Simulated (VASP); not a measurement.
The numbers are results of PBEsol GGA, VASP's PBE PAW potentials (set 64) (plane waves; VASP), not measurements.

VASP input:

**INCAR**
```
ALGO = Normal
EDIFF = 1E-6
ENCUT = 300
GGA = PS
ISIF = 2
ISMEAR = 0
LASPH = .TRUE.
LCHARG = .FALSE.
LMAXMIX = 4
LREAL = .FALSE.
LWAVE = .FALSE.
NELM = 100
PREC = Accurate
SIGMA = 0.05
SYSTEM = NaSn2Pd3
```

### POSCAR
```
NaSn2Pd3
1
    5.8882640000     0.0000000000     0.0000000000
   -2.9441320000     5.0993860000     0.0000000000
    0.0000000000     0.0000000000     4.3489680000
Na Sn Pd
1 2 3
Direct
  0.0000000000   0.0000000000   0.1926300000
  0.6666670000   0.3333330000   0.4961500000
  0.3333330000   0.6666670000   0.4961500000
  0.0000000000   0.5000000000   0.9950200000
  0.5000000000   0.0000000000   0.9950200000
  0.5000000000   0.5000000000   0.9950200000
```

File KPOINTS:
```
Automatic
0
Gamma
 5 5 5
0 0 0
```

POTCAR, in this order: Na_pv Sn_d Pd (PBE.64 set). Program: vasp_std.

Output of the run:

**OUTCAR**
```
 ion  position               nearest neighbor table
   1  0.000  0.000  0.193-   4 3.07   6 3.07   4 3.07   6 3.07   5 3.07   5 3.07
   2  0.667  0.333  0.496-   5 2.76   4 2.76   6 2.76   5 2.76   4 2.76   6 2.76   3 3.40   3 3.40
                             3 3.40
   3  0.333  0.667  0.496-   5 2.76   4 2.76   6 2.76   5 2.76   4 2.76   6 2.76   2 3.40   2 3.40
                             2 3.40
   4  0.000  0.500  0.995-   2 2.76   3 2.76   2 2.76   3 2.76   5 2.94   5 2.94   6 2.94   6 2.94
                             1 3.07   1 3.07
   5  0.500  0.000  0.995-   2 2.76   3 2.76   2 2.76   3 2.76   4 2.94   6 2.94   6 2.94   4 2.94
                             1 3.07   1 3.07
   6  0.500  0.500  0.995-   2 2.76   3 2.76   2 2.76   3 2.76   5 2.94   5 2.94   4 2.94   4 2.94
                             1 3.07   1 3.07
  LATTYP: Found a hexagonal cell.
 ALAT       =     5.8882640000
 C/A-ratio  =     0.7385823733
 Subroutine PRICEL returns:
 Original cell was already a primitive cell.
 Subroutine GETGRP returns: Found 12 space group operations
The static configuration has the point symmetry C_6v.
The dynamic configuration has the point symmetry C_6v.
 Subroutine INISYM returns: Found 12 space group operations
 Subroutine IBZKPT returns following result:
 Found     15 irreducible k-points:

 Following reciprocal coordinates:
            Coordinates               Weight
  0.000000  0.000000  0.000000      1.000000
  0.200000 -0.000000  0.000000      6.000000
  0.400000 -0.000000  0.000000      6.000000
  0.200000  0.200000  0.000000      6.000000
  0.400000  0.200000  0.000000      6.000000
  0.000000  0.000000  0.200000      2.000000
  0.200000 -0.000000  0.200000     12.000000
  0.400000 -0.000000  0.200000     12.000000
  0.200000  0.200000  0.200000     12.000000
  0.400000  0.200000  0.200000     12.000000
  0.000000  0.000000  0.400000      2.000000
  0.200000 -0.000000  0.400000     12.000000
  0.400000 -0.000000  0.400000     12.000000
  0.200000  0.200000  0.400000     12.000000
  0.400000  0.200000  0.400000     12.000000
   k-points           NKPTS =     15   k-points in BZ     NKDIM =     15   number of bands    NBANDS=     39
   number of dos      NEDOS =    301   number of ions     NIONS =      6
   total plane-waves  NPLWV =  36288
   dimension x,y,z NGX =    36 NGY =   36 NGZ =   28
   dimension x,y,z NGXF=    72 NGYF=   72 NGZF=   56
   ions per type =               1   2   3
   PREC   = accura    normal or accurate (medium, high low for compatibility)
   ISTART =      0    job   : 0-new  1-cont  2-samecut
   ICHARG =      2    charge: 1-file 2-atom 10-const
   ISPIN  =      1    spin polarized calculation?
   LNONCOLLINEAR =      F non collinear calculations
   LSORBIT =      F    spin-orbit coupling
   INIWAV =      1    electr: 0-lowe 1-rand  2-diag
   ENCUT  =  300.0 eV  22.05 Ry    4.70 a.u.   8.32  8.32  6.14*2*pi/ulx,y,z
   NELM   =    100;   NELMIN=  2; NELMDL= -5     # of ELM steps
   EDIFF  = 0.1E-05   stopping-criterion for ELM
   LREAL  =      F    real-space projection
   NLSPLINE    = F    spline interpolate recip. space projectors
   LMAXMIX     =    4 max onsite mixed and CHGCAR
   VOSKOWN=      0    Vosko Wilk Nusair interpolation
   EDIFFG = 0.1E-04   stopping-criterion for IOM
   NSW    =      0    number of steps for IOM
   NBLOCK =      1;   KBLOCK =      1    inner block; outer block
   IBRION =     -1    ionic relax: 0-MD 1-quasi-New 2-CG
   NFREE  =      0    steps in history (QN), initial steepest desc. (CG)
   ISIF   =      2    stress and relaxation
   ISYM   =      2    0-nonsym 1-usesym 2-fastsym
   TEIN   =    0.0    initial temperature
   TEBEG  =    0.0;   TEEND  =   0.0 temperature during run
   SMASS  =  -3.00    Nose mass-parameter (am)
   PSTRESS=    0.0 pullay stress
   NELECT =      65.0000    total number of electrons
   EFERMI =   0.00;   METHOD = LEGACY
   ISMEAR =     0;   SIGMA  =   0.05  broadening in eV -4-tet -1-fermi 0-gaus
...
```

**OSZICAR**
```
       N       E                     dE             d eps       ncg     rms          rms(c)
DAV:   1     0.548747174899E+03    0.54875E+03   -0.23038E+04  1237   0.161E+03
DAV:   2     0.380315530371E+02   -0.51072E+03   -0.49081E+03  1212   0.487E+02
DAV:   3    -0.285586033618E+02   -0.66590E+02   -0.63442E+02  1317   0.159E+02
DAV:   4    -0.311500327206E+02   -0.25914E+01   -0.25751E+01  1354   0.350E+01
DAV:   5    -0.312303900993E+02   -0.80357E-01   -0.80339E-01  1530   0.589E+00    0.870E+00
DAV:   6    -0.307013517307E+02    0.52904E+00   -0.17465E+00  1331   0.889E+00    0.387E+00
DAV:   7    -0.305544508274E+02    0.14690E+00   -0.34660E-01  1411   0.438E+00    0.245E+00
DAV:   8    -0.305050250466E+02    0.49426E-01   -0.14822E-01  1340   0.258E+00    0.330E-01
DAV:   9    -0.305031709935E+02    0.18541E-02   -0.15438E-02  1445   0.112E+00    0.128E-01
DAV:  10    -0.305031220213E+02    0.48972E-04   -0.11979E-03  1380   0.222E-01    0.567E-02
DAV:  11    -0.305031791405E+02   -0.57119E-04   -0.20560E-04  1233   0.998E-02    0.129E-02
DAV:  12    -0.305031807952E+02   -0.16547E-05   -0.27686E-05  1368   0.372E-02    0.703E-03
DAV:  13    -0.305031816130E+02   -0.81784E-06   -0.52077E-06  1178   0.188E-02
   1 F= -.30503182E+02 E0= -.30502040E+02  d E =-.228410E-02
```

**OUTCAR**
```
------------------------ aborting loop because EDIFF is reached ----------------------------------------
  FORCE on cell =-STRESS in cart. coord.  units (eV):
  Direction    XX          YY          ZZ          XY          YZ          ZX
  --------------------------------------------------------------------------------------
  Total       -4.8980241     -4.8980237     -6.6270755      0.0000000      0.0000000      0.0000000
  in kB      -60.0952478    -60.0952429    -81.3094693      0.0000000      0.0000000      0.0000000
  external PRESSURE =     -67.1666533 kB  Pullay stress =       0.0000000 kB
  volume of cell :      130.58
      direct lattice vectors                 reciprocal lattice vectors
     5.888264000  0.000000000  0.000000000     0.169829342  0.098051020  0.000000000
    -2.944132000  5.099386000  0.000000000     0.000000000  0.196102041  0.000000000
     0.000000000  0.000000000  4.348968000     0.000000000  0.000000000  0.229939609
 POSITION                                       TOTAL-FORCE (eV/Angst)
 -----------------------------------------------------------------------------------
      0.00000      0.00000      0.83774         0.000000      0.000000     -0.031892
      2.94413      1.69979      2.15774        -0.000000     -0.000000      0.000605
     -0.00000      3.39959      2.15774        -0.000000      0.000000      0.000605
     -1.47207      2.54969      4.32731         0.000000      0.000000      0.010227
      2.94413      0.00000      4.32731         0.000000     -0.000000      0.010227
      1.47207      2.54969      4.32731         0.000000      0.000000      0.010227
 -----------------------------------------------------------------------------------
    total drift:                                0.000000      0.000000     -0.002217
  FREE ENERGIE OF THE ION-ELECTRON SYSTEM (eV)
  ---------------------------------------------------
  free  energy   TOTEN  =       -30.5031816130 eV

  energy  without entropy=      -30.5008975083  energy(sigma->0) =      -30.50203956
```
(Selected blocks of OUTCAR.)

At this cut-off the stress carries a Pulay error, which pulls relaxed volumes low.

The structure comes from a computed database's NaSn2Pd3 entry (P6mm); how it stands against other phases isn't given here. The cell was not relaxed at this level. The electron count is odd and the run is not spin-polarised, which forces a metal.
